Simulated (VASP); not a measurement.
Output of a VASP run:

**OUTCAR**
```
 ion  position               nearest neighbor table
   1  0.000  0.000  0.000-
  LATTYP: Found a body centered cubic cell.
 ALAT       =     4.2920416166
 Subroutine PRICEL returns:
 Original cell was already a primitive cell.
 Subroutine GETGRP returns: Found 48 space group operations
The static configuration has the point symmetry O_h .
The dynamic configuration has the point symmetry O_h .
 Subroutine INISYM returns: Found 48 space group operations
 Subroutine IBZKPT returns following result:
 Found     72 irreducible k-points:

 Following reciprocal coordinates:
            Coordinates               Weight
  0.000000  0.000000  0.000000      1.000000
  0.083333  0.000000  0.000000     12.000000
  0.166667  0.000000  0.000000     12.000000
  0.250000  0.000000  0.000000     12.000000
  0.333333  0.000000  0.000000     12.000000
  0.416667  0.000000  0.000000     12.000000
  0.500000  0.000000  0.000000      6.000000
  0.083333  0.083333  0.000000     24.000000
  0.166667  0.083333 -0.000000     48.000000
  0.250000  0.083333  0.000000     48.000000
  0.333333  0.083333  0.000000     48.000000
  0.416667  0.083333  0.000000     48.000000
  0.166667  0.166667  0.000000     24.000000
  0.250000  0.166667  0.000000     48.000000
  0.333333  0.166667 -0.000000     48.000000
  0.416667  0.166667  0.000000     24.000000
  0.250000  0.250000  0.000000     24.000000
  0.333333  0.250000 -0.000000     48.000000
  0.333333  0.333333  0.000000      8.000000
  0.083333  0.083333  0.083333      8.000000
  0.166667  0.083333  0.083333     24.000000
  0.250000  0.083333  0.083333     24.000000
  0.333333  0.083333  0.083333     24.000000
  0.416667  0.083333  0.083333     12.000000
 -0.083333  0.083333  0.083333      6.000000
  0.166667  0.166667  0.083333     24.000000
  0.250000  0.166667  0.083333     48.000000
  0.333333  0.166667  0.083333     48.000000
 -0.166667  0.166667  0.083333     24.000000
  0.250000  0.250000  0.083333     24.000000
  0.333333  0.250000  0.083333     24.000000
 -0.250000  0.250000  0.083333     24.000000
 -0.166667  0.250000  0.083333     24.000000
 -0.333333  0.333333  0.083333     24.000000
 -0.250000  0.333333  0.083333     48.000000
 -0.416667  0.416667  0.083333     24.000000
 -0.333333  0.416667  0.083333     48.000000
 -0.250000  0.416667  0.083333     24.000000
  0.500000  0.500000  0.083333     12.000000
 -0.416667  0.500000  0.083333     48.000000
   k-points           NKPTS =     72   k-points in BZ     NKDIM =     72   number of bands    NBANDS=      8
   number of dos      NEDOS =    301   number of ions     NIONS =      1
   total plane-waves  NPLWV =  21952
   dimension x,y,z NGX =    28 NGY =   28 NGZ =   28
   dimension x,y,z NGXF=    56 NGYF=   56 NGZF=   56
   ions per type =               1
   PREC   = accura    normal or accurate (medium, high low for compatibility)
   ISTART =      0    job   : 0-new  1-cont  2-samecut
   ICHARG =      2    charge: 1-file 2-atom 10-const
   ISPIN  =      1    spin polarized calculation?
   LNONCOLLINEAR =      F non collinear calculations
   LSORBIT =      F    spin-orbit coupling
   INIWAV =      1    electr: 0-lowe 1-rand  2-diag
   ENCUT  =  520.0 eV  38.22 Ry    6.18 a.u.   6.91  6.91  6.91*2*pi/ulx,y,z
   NELM   =    100;   NELMIN=  2; NELMDL= -5     # of ELM steps
   EDIFF  = 0.1E-06   stopping-criterion for ELM
   LREAL  =      F    real-space projection
   NLSPLINE    = F    spline interpolate recip. space projectors
   LMAXMIX     =    6 max onsite mixed and CHGCAR
   VOSKOWN=      0    Vosko Wilk Nusair interpolation
   EDIFFG = 0.1E-05   stopping-criterion for IOM
   NSW    =      0    number of steps for IOM
   NBLOCK =      1;   KBLOCK =      1    inner block; outer block
   IBRION =     -1    ionic relax: 0-MD 1-quasi-New 2-CG
   NFREE  =      0    steps in history (QN), initial steepest desc. (CG)
...
```

OSZICAR:
```
       N       E                     dE             d eps       ncg     rms          rms(c)
DAV:   1     0.117305942997E+02    0.11731E+02   -0.39915E+03  1168   0.854E+02
DAV:   2     0.650997506771E+00   -0.11080E+02   -0.10911E+02  1672   0.105E+02
DAV:   3     0.505002498869E+00   -0.14600E+00   -0.14626E+00  1584   0.937E+00
DAV:   4     0.503329109538E+00   -0.16734E-02   -0.16734E-02  1824   0.120E+00
DAV:   5     0.503326302380E+00   -0.28072E-05   -0.28072E-05  1624   0.461E-02    0.747E+00
DAV:   6     0.485920768669E+00   -0.17406E-01   -0.16891E-03  1912   0.420E-01    0.446E+00
DAV:   7     0.475392052616E+00   -0.10529E-01   -0.46056E-03  1864   0.655E-01    0.629E-02
DAV:   8     0.475315062998E+00   -0.76990E-04   -0.15001E-04  1880   0.972E-02    0.142E-02
DAV:   9     0.475302552040E+00   -0.12511E-04   -0.13984E-05  1600   0.271E-02    0.666E-03
DAV:  10     0.475301875151E+00   -0.67689E-06   -0.27328E-06  1752   0.122E-02    0.127E-03
DAV:  11     0.475301816428E+00   -0.58723E-07   -0.60985E-08  1144   0.217E-03
   1 F= 0.47530182E+00 E0= 0.47521454E+00  d E =0.261838E-03
```

**OUTCAR**
```
------------------------ aborting loop because EDIFF is reached ----------------------------------------
  FORCE on cell =-STRESS in cart. coord.  units (eV):
  Direction    XX          YY          ZZ          XY          YZ          ZX
  --------------------------------------------------------------------------------------
  Total        0.0403420      0.0403420      0.0403420      0.0000000      0.0000000     -0.0000000
  in kB        1.6349564      1.6349564      1.6349564      0.0000000      0.0000000     -0.0000000
  external PRESSURE =       1.6349564 kB  Pullay stress =       0.0000000 kB
  volume of cell :       39.53
      direct lattice vectors                 reciprocal lattice vectors
    -2.146020808  2.146020808  2.146020808     0.000000000  0.232989353  0.232989353
     2.146020808 -2.146020808  2.146020808     0.232989353  0.000000000  0.232989353
     2.146020808  2.146020808 -2.146020808     0.232989353  0.232989353  0.000000000
 POSITION                                       TOTAL-FORCE (eV/Angst)
 -----------------------------------------------------------------------------------
      0.00000      0.00000      0.00000         0.000000      0.000000     -0.000000
 -----------------------------------------------------------------------------------
    total drift:                               -0.000000      0.000000      0.000000
  FREE ENERGIE OF THE ION-ELECTRON SYSTEM (eV)
  ---------------------------------------------------
  free  energy   TOTEN  =         0.4753018164 eV

  energy  without entropy=        0.4750399782  energy(sigma->0) =        0.47521454
```
(Selected blocks of OUTCAR.)

File POSCAR:
```
Eu
1
   -2.1460208083     2.1460208083     2.1460208083
    2.1460208083    -2.1460208083     2.1460208083
    2.1460208083     2.1460208083    -2.1460208083
Eu
1
Direct
  0.0000000000   0.0000000000   0.0000000000
```

### Question
Reconstruct the remaining input files.

### Answer
One answer among several that fit: the input of the run itself, vdW-DF-cx, plane waves, VASP's PBE PAW potentials (set 64).

**KPOINTS**
```
Automatic
0
G
  12 12 12
```

### INCAR
```
# general
SYSTEM    =  Eu
PREC      =  Accurate
ENCUT     =  520
LREAL     =  .FALSE.
LASPH     =  .TRUE.

# electronic loop
EDIFF     =  1E-7
NELM      =  100
ALGO      =  Normal
LMAXMIX   =  6

# smearing
ISMEAR    =  1
SIGMA     =  0.1

# functional
GGA       =  CX
LUSE_VDW  =  .TRUE.
AGGAC     =  0.0

# ions
ISIF      =  2

# output
LWAVE     =  .FALSE.
LCHARG    =  .FALSE.
```

POTCAR, in this order: Eu_2 (PBE.64 set). Program: vasp_std.

The 4f electrons are frozen in the core of the lanthanide potential, so 4f levels, which can set the real gap, and their magnetism are missing.

The compound is Eu in the bcc structure. It was relaxed first, which changed the volume by -18 %.
